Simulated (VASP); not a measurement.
The input files of a VASP run:

### INCAR
```
SYSTEM = Cl2
PREC = Accurate; ENCUT = 300; LREAL = .FALSE.
LASPH = .TRUE.
EDIFF = 1E-6; NELM = 100; ALGO = Normal
ISMEAR = 0; SIGMA = 0.272
GGA = PE
ISIF = 2
LWAVE = .FALSE.; LCHARG = .FALSE.
```

### KPOINTS
```
K-points
0
G
 5 5 3
```

File POSCAR:
```
Cl2
4.1482440
 -0.6597114345   0.6597114345   0.3599465220
  0.6597114345  -0.6597114345   0.3599465220
  0.6597114345   0.6597114345  -0.3599465220
Cl
2
Cartesian
 -0.0045968693   0.6564946816   0.1728887935
  0.0045968693   0.0032167530   0.0070844674
```

POTCAR, in this order: Cl (PBE.64 set). Program: vasp_std.

Write an equivalent input for Quantum ESPRESSO's pw.x.

One equivalent input (not run):
```
&CONTROL
  calculation = 'scf'
  pseudo_dir = './pseudo'
  outdir = './out'
  tprnfor = .true.
  tstress = .true.
/
&SYSTEM
  ibrav = 0
  nat = 2
  ntyp = 1
  ecutwfc = 58
  occupations = 'smearing'
  smearing = 'gaussian'
  degauss = 0.01999
  input_dft = 'pbe'
/
&ELECTRONS
  conv_thr = 7.3e-08
  electron_maxstep = 100
/
ATOMIC_SPECIES
  Cl 35.450 Cl.upf
CELL_PARAMETERS angstrom
    -2.7366440    2.7366440    1.4931460
     2.7366440   -2.7366440    1.4931460
     2.7366440    2.7366440   -1.4931460
ATOMIC_POSITIONS crystal
  Cl   0.7377210  0.2366750  0.4940780
  Cl   0.0122790  0.0133250  0.0059220
K_POINTS automatic
  5 5 3 0 0 0
```
What does not carry over: the potentials are each code's own (VASP's PAW set, PseudoDojo norm-conserving files in pw.x), so ENCUT and ecutwfc are chosen apart and not converted; conv_thr bounds pw.x's estimated SCF error, while EDIFF bounds the energy change between steps.

The structure was generated: Cl2 was put into an ordered model structure, which need not be its known phase. The cell was not relaxed at this level, atoms are displaced from their ideal sites. The k-mesh is coarse (spacing up to 0.54 per Å, 2π included), so the numbers may not be converged in it. The run is one of a series of settings (KPOINTS 5×5×3 Γ-centred mesh against the base run), some of them coarse on purpose.
